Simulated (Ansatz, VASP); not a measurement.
# Cross-check of InGaSbAs between VASP and Ansatz

One calculation is typed for both programs; each brings its own data sets. How far apart do they land? The cell is generated by rule, not measured, and may not be a known phase. The cell is taken from a series of runs on this material, whose earlier steps may have relaxed, scaled, displaced or heated it; both programs get it as it stands.

Calculated with Ansatz 0.2.0; plane waves, with VASP 6.6.1 beside it; single point at HSE06.

The structure was built from a prototype and need not be the compound's stable phase.

### Step 1. Starting point

It takes space group Pmm2 (No. 25, orthorhombic). Conventional cell: a = 4.285 Å, b = 4.328 Å, c = 6.122 Å, α = 90.00°, β = 90.00°, γ = 90.00°. Nearest to In lie 2 As at 2.64 Å and 2 Sb at 2.78 Å. Nearest to As lie 2 Ga at 2.52 Å and 2 In at 2.64 Å. Nearest to Ga lie 2 As at 2.52 Å and 2 Sb at 2.64 Å. Nearest to Sb lie 2 Ga at 2.64 Å and 2 In at 2.78 Å. It derives from InAs. Farther neighbours are not listed.

Structure file:

```xyz
4
Lattice="4.3276 0.0000 0.0000 0.0000 4.2855 0.0000 0.0000 0.0000 6.1219" Properties=species:S:1:pos:R:3 pbc="T T T"
In    0.0000    0.0000    0.8700
As    2.1638    0.0000    2.3890
Ga    2.1638    2.1427    3.7192
Sb    0.0000    2.1427    5.2242
```

### Step 2. VASP: single point, HSE06

With cell and atoms fixed, the geometry can't cause a difference; cores, projectors, grids and the points listed under the comparison can.

Lines of VASP's logs that name or quote its potential files are left out, and so is its time.

The run reads the wave functions of an earlier VASP run, which isn't shown here.

File INCAR:

```
SYSTEM = InGaSbAs
PREC = Accurate
ENCUT = 400
EDIFF = 1E-06
NELM = 100
ISMEAR = -1
SIGMA = 0.03
LREAL = .FALSE.
ALGO = Normal
LHFCALC = .TRUE.
AEXX = 0.25
GGA = PE
HFSCREEN = 0.208
LASPH = .TRUE.
NBANDS = 24
PRECFOCK = Fast
LORBIT = 11
LWAVE = .FALSE.
LCHARG = .FALSE.
KPAR = 8
ISIF = 2
```

File POSCAR:

```
InGaSbAs
1.0
    4.3276117743      0.0000000000      0.0000000000
    0.0000000000      4.2854637058      0.0000000000
    0.0000000000      0.0000000000      6.1218509549
In As Ga Sb
1 1 1 1
Direct
    0.0000000000      0.0000000000      0.1421167298
    0.5000000000      0.0000000000      0.3902370025
    0.5000000000      0.5000000000      0.6075255951
    0.0000000000      0.5000000000      0.8533742297
```

File KPOINTS:

```
Automatic mesh
0
Gamma
4 4 4
0 0 0
```

PAW data sets: In_d, As, Ga_d and Sb (PBE family, release 64).

On the command line:

```bash
$ mpirun -np 8 vasp_std
```

Numbers of over 12 decimals in the logs are rounded to 6 here.

Log:

```text
[banner, memory and clock lines left out]
running    8 mpi-ranks, on    1 nodes
 distrk:  each k-point on    1 cores,    8 groups
 distr:  one band on    1 cores,    1 groups

 POSCAR found type information on POSCAR InAsGaSb
 POSCAR found :  4 types and       4 ions
|                                                                             |
|           W    W    AA    RRRRR   N    N  II  N    N   GGGG   !!!           |
|           W    W   A  A   R    R  NN   N  II  NN   N  G    G  !!!           |
|           W    W  A    A  R    R  N N  N  II  N N  N  G       !!!           |
|           W WW W  AAAAAA  RRRRR   N  N N  II  N  N N  G  GGG   !            |
|           WW  WW  A    A  R   R   N   NN  II  N   NN  G    G                |
|           W    W  A    A  R    R  N    N  II  N    N   GGGG   !!!           |
|                                                                             |
|     For optimal performance we recommend to set                             |
|       NCORE = 2 up to number-of-cores-per-socket                            |
|     NCORE specifies how many cores store one orbital (NPAR=cpu/NCORE).      |
|     This setting can greatly improve the performance of VASP for DFT.       |
|     The default, NCORE=1 might be grossly inefficient on modern             |
|     multi-core architectures or massively parallel machines. Do your        |
|     Unfortunately you need to use the default for GW and RPA                |
|     calculations (for HF NCORE is supported but not extensively tested      |
|     yet).                                                                   |
|                                                                             |

 LDA part: xc-table for (Slater+PW92), standard interpolation
 found WAVECAR, reading the header
 POSCAR, INCAR and KPOINTS ok, starting setup
 FFT: planning ... GRIDC
 FFT: planning ... GRID_SOFT
 FFT: planning ... GRID
 reading WAVECAR
 the WAVECAR file was read successfully
 initial charge from wavefunction
 entering main loop
       N       E                     dE             d eps       ncg     rms          rms(c)
DAV:   1    -0.179462969495E+02   -0.17946E+02   -0.29136E+00  1728   0.173E+01    0.189E+01
DAV:   2    -0.179688028297E+02   -0.22506E-01   -0.15583E-01  1536   0.358E+00    0.125E+01
DAV:   3    -0.179654823001E+02    0.33205E-02   -0.13120E-02  1888   0.118E+00    0.790E+00
DAV:   4    -0.179641141587E+02    0.13681E-02   -0.16568E-03  1648   0.358E-01    0.476E+00
DAV:   5    -0.179637099485E+02    0.40421E-03   -0.41550E-04  1536   0.144E-01    0.285E+00
DAV:   6    -0.179635976446E+02    0.11230E-03   -0.88614E-05  1592   0.721E-02    0.170E+00
DAV:   7    -0.179635626552E+02    0.34989E-04   -0.19206E-05  1552   0.351E-02    0.101E+00
DAV:   8    -0.179635529335E+02    0.97217E-05   -0.59450E-06  1400   0.180E-02    0.601E-01
DAV:   9    -0.179635516701E+02    0.12634E-05   -0.24617E-06  1336   0.110E-02    0.355E-01
DAV:  10    -0.179635526179E+02   -0.94771E-06   -0.79957E-07  1016   0.654E-03
   1 F= -.17963553E+02 E0= -.17963414E+02  d E =-.277090E-03
```

OUTCAR, selected parts (step 2):

```text
ion  position               nearest neighbor table
   1  0.000  0.000  0.142-   2 2.64   2 2.64   4 2.78   4 2.78
   2  0.500  0.000  0.390-   3 2.52   3 2.52   1 2.64   1 2.64
   3  0.500  0.500  0.608-   2 2.52   2 2.52   4 2.64   4 2.64
   4  0.000  0.500  0.853-   3 2.64   3 2.64   1 2.78   1 2.78

  LATTYP: Found a simple orthorhombic cell.
 ALAT       =     4.2854637058
 B/A-ratio  =     1.0098351244
 C/A-ratio  =     1.4285154128

 Subroutine GETGRP returns: Found  4 space group operations
 (whereof  4 operations were pure point group operations)

The static configuration has the point symmetry C_2v.

 Found     27 irreducible k-points:

   k-points           NKPTS =     27   k-points in BZ     NKDIM =     64   number of bands    NBANDS=     24

   dimension x,y,z NGX =    28 NGY =   28 NGZ =   40
   dimension x,y,z NGXF=    56 NGYF=   56 NGZF=   80

   ENCUT  =  400.0 eV  29.40 Ry    5.42 a.u.   7.06  6.99  9.98*2*pi/ulx,y,z

   NELECT =      36.0000    total number of electrons

 k-points in reciprocal lattice and weights: Automatic mesh
   0.00000000  0.00000000  0.00000000       0.016
   0.25000000  0.00000000  0.00000000       0.031
   0.50000000  0.00000000  0.00000000       0.016
   0.00000000  0.25000000  0.00000000       0.031
   0.25000000  0.25000000  0.00000000       0.062
   0.50000000  0.25000000  0.00000000       0.031
   0.00000000  0.50000000  0.00000000       0.016
   0.25000000  0.50000000  0.00000000       0.031
   0.50000000  0.50000000  0.00000000       0.016
[...]
0.25000000  0.50000000  0.50000000       0.031
   0.50000000  0.50000000  0.50000000       0.016

  exchange ACFDT corr.  =         0.00000000  see jH, gK, PRB 81, 115126

 average (electrostatic) potential at core
       1 -90.4586       2 -46.1382       3 -58.9646       4 -83.6515

 E-fermi :   4.5351

 k-point     1 :       0.0000    0.0000    0.0000
  band No.  band energies     occupation
    ...
     14       1.4402      2.00000
     15       1.4821      2.00000
     16       4.0852      2.00000
     17       4.1851      1.99998
     18       4.4344      1.93261
     19       4.6357      0.06748
     20       6.1541      0.00000
     21       6.5904      0.00000
     22       8.2537      0.00000
     23       8.3027      0.00000
    ...

 k-point     2 :       0.2500    0.0000    0.0000
  band No.  band energies     occupation
    ...
     14       0.4623      2.00000
     15       1.1150      2.00000
     16       1.7858      2.00000
     17       2.9345      2.00000
     18       4.2113      1.99996
     19       5.8569      0.00000
     20       7.5248      0.00000
     21       8.4561      0.00000
     22       8.7511      0.00000
     23       8.8521      0.00000
    ...

 k-point     3 :       0.5000    0.0000    0.0000
  band No.  band energies     occupation
    ...
     14      -1.1028      2.00000
     15       0.8013      2.00000
     16       1.1985      2.00000
     17       2.2917      2.00000
     18       3.7919      2.00000
     19       6.3258      0.00000
     20       8.2662      0.00000
     21       9.3538      0.00000
     22       9.3693      0.00000
     23       9.9980      0.00000
    ...

  Total        0.2627337      0.3582650     -0.1625945      0.0000000      0.0000000      0.0000000
  in kB        3.7076393      5.0557557     -2.2944980      0.0000000      0.0000000      0.0000000
  external PRESSURE =       2.1562990 kB  Pullay stress =       0.0000000 kB

  energy-cutoff  :      400.00
  volume of cell :      113.53
      direct lattice vectors                 reciprocal lattice vectors
     4.327611774  0.000000000  0.000000000     0.231074332  0.000000000  0.000000000
     0.000000000  4.285463706  0.000000000     0.000000000  0.233346977  0.000000000
     0.000000000  0.000000000  6.121850955     0.000000000  0.000000000  0.163349289

 POSITION                                       TOTAL-FORCE (eV/Angst)
 -----------------------------------------------------------------------------------
      0.00000      0.00000      0.87002         0.000000      0.000000     -0.110503
      2.16381      0.00000      2.38897         0.000000      0.000000     -0.003988
      2.16381      2.14273      3.71918         0.000000      0.000000      0.073608
      0.00000      2.14273      5.22423         0.000000      0.000000      0.040883
 -----------------------------------------------------------------------------------
    total drift:                                0.000002      0.000000      0.001125

  FREE ENERGIE OF THE ION-ELECTRON SYSTEM (eV)
  ---------------------------------------------------
  free  energy   TOTEN  =       -17.9635526179 eV

  energy  without entropy=      -17.9632755276  energy(sigma->0) =      -17.96341407

 total charge
# of ion       s       p       d       tot
------------------------------------------
    1        0.867   0.754   9.890  11.511
    2        1.227   1.585   0.024   2.836
    3        0.846   0.733   9.990  11.569
    4        1.135   1.590   0.025   2.750
--------------------------------------------------
tot          4.074   4.662  19.930  28.666

[... 3 further parts left out ...]
```

The run ends at a pressure of 0.22 GPa, with forces up to 0.11 eV/Å.

(Continued in part 2 of 2.)

[Lines on the potential files, build, host, timing and source positions are cut from VASP's logs without a mark.]

[Logs are printed without paths, hosts, clocks, repeated set-up lines and the standing remarks that a program may print on its own settings, such as how far it seeks lower states.]

[Hosts, paths, dates, database ids (printed as entryN), source tags and the programs' standing remarks are cut or masked in the printed files.]
